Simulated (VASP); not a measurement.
An input for Quantum ESPRESSO's pw.x (written as the equivalent of a VASP run, and not itself run):

```
&CONTROL
  calculation = 'scf'
  pseudo_dir = './pseudo'
  outdir = './out'
  tprnfor = .true.
  tstress = .true.
/
&SYSTEM
  ibrav = 0
  nat = 1
  ntyp = 1
  ecutwfc = 82
  occupations = 'smearing'
  smearing = 'methfessel-paxton'
  degauss = 0.00735
  input_dft = 'pbe'
/
&ELECTRONS
  conv_thr = 7.3e-08
  electron_maxstep = 100
/
ATOMIC_SPECIES
  Pd 106.420 Pd.upf
CELL_PARAMETERS angstrom
     0.0000000    1.9450000    1.9450000
     1.9450000    0.0000000    1.9450000
     1.9450000    1.9450000    0.0000000
ATOMIC_POSITIONS crystal
  Pd   0.0000000  0.0000000  0.0000000
K_POINTS automatic
  14 14 14 0 0 0
```

### Question
Translate this input to VASP (INCAR, KPOINTS, POSCAR, choice of POTCAR).

### Answer
One answer among several that fit: 
KPOINTS:
```
Automatic mesh
0
gamma
14 14 14
0 0 0
```

POSCAR:
```
Pd
1.0
  0.0000000000   1.9450000000   1.9450000000
  1.9450000000   0.0000000000   1.9450000000
  1.9450000000   1.9450000000   0.0000000000
Pd
1
Cartesian
  0.0000000000   0.0000000000   0.0000000000
```

INCAR:
```
# general
SYSTEM  = Pd
PREC    = Accurate
ENCUT   = 400
LREAL   = F
LASPH   = F

# electronic loop
EDIFF   = 1E-6
NELM    = 100
ALGO    = Normal
LMAXMIX = 4

# smearing
ISMEAR  = 1
SIGMA   = 0.1

# functional
GGA     = PE

# ions
ISIF    = 2

# output
LWAVE   = F
LCHARG  = F
```

POTCAR, in this order: Pd (PBE.64 set). Program: vasp_std.

Limits of the translation: the potentials are each code's own (VASP's PAW set, PseudoDojo norm-conserving files in pw.x), so ENCUT and ecutwfc are chosen apart and not converted; conv_thr bounds pw.x's estimated SCF error, while EDIFF bounds the energy change between steps.

The compound is Pd in the fcc structure. The cell was not relaxed at this level. The run is one of a series of settings (LASPH = .FALSE. against the base run), some of them coarse on purpose.
